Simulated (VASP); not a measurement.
A convergence study with VASP on CaO (rock salt): one setting is varied, all else stays as given below, so the limit is that of these other settings.

```
CELL_PARAMETERS angstrom
      0.00000     2.40500     2.40500
      2.40500     0.00000     2.40500
      2.40500     2.40500     0.00000
ATOMIC_POSITIONS crystal
  Ca 0.00000 0.00000 0.00000
  O  0.50000 0.50000 0.50000
```

Calculation: PBE GGA, VASP's PBE PAW potentials (set 64) (plane waves; VASP). The tightest run used: 700 eV cut-off, 19×19×19 Γ-centred mesh, Gaussian smearing of 0.050 eV, potentials Ca_sv O.

| setting | E (eV/atom) | pressure (GPa) | irreducible k-points |
|---|---|---|---|
| 1×1×1 mesh | -1.9667 | 52.52 | 1 |
| 2×2×2 mesh | -6.2451 | 3.46 | 3 |
| 3×3×3 mesh | -6.3882 | 2.11 | 4 |

Task: These are the cheaper rows. Estimate the results at 19×19×19 mesh, and how far the last row shown lies from them.

Result: 
```
quantity        tightest run  last row shown is off by
--------------  ------------  ------------------------
E (eV/atom)          -6.4034                    0.0152
pressure (GPa)          1.87                      0.23
```

Left out are rungs that failed or repeat a setting and relaxations that didn't move; long series are thinned to 24 rows.

The compound is CaO in the rock salt structure. The cell was not relaxed at this level.
